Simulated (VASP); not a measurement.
Consider the following.

```yaml
crystal:
  lattice:
    - [0.00000, 2.90045, 2.90045]
    - [2.90045, 0.00000, 2.90045]
    - [2.90045, 2.90045, 0.00000]
  atoms:
    - { symbol: Ca, position: [0.00000, 0.00000, 0.00000] }
    - { symbol: Se, position: [0.50000, 0.50000, 0.50000] }
```

The numbers are results of LDA (Ceperley-Alder, Perdew-Zunger), VASP's LDA PAW potentials (set 64) (plane waves; VASP), not measurements. Numerical set-up: 520 eV cut-off, 9×9×9 Γ-centred mesh, tetrahedra with Blöchl corrections, potentials Ca_sv Se.

Q: Tabulate the total density of states (states/eV per cell) against energy (eV; zero at the valence-band maximum or, without a gap, the Fermi level).

A: 
| E (eV) | DOS (states/eV) |
|---|---|
| -10.00 | 0.00 |
| -9.32 | 0.00 |
| -8.76 | 0.00 |
| -8.09 | 0.00 |
| -7.52 | 0.00 |
| -6.85 | 0.00 |
| -6.18 | 0.00 |
| -5.61 | 0.00 |
| -4.94 | 0.00 |
| -4.27 | 0.00 |
| -3.70 | 0.00 |
| -3.03 | 1.31 |
| -2.36 | 0.45 |
| -1.79 | 1.87 |
| -1.12 | 3.39 |
| -0.56 | 0.67 |
| 0.12 | 0.00 |
| 0.79 | 0.00 |
| 1.35 | 0.00 |
| 2.03 | 0.14 |
| 2.59 | 0.42 |
| 3.26 | 0.89 |
| 3.94 | 1.69 |
| 4.50 | 1.19 |
| 5.17 | 4.17 |
Within 2 eV below the valence-band maximum the largest weight inside VASP's projection spheres is Se p.

The compound is CaSe in the rock salt structure. It was relaxed first, which changed the volume by -6 %.
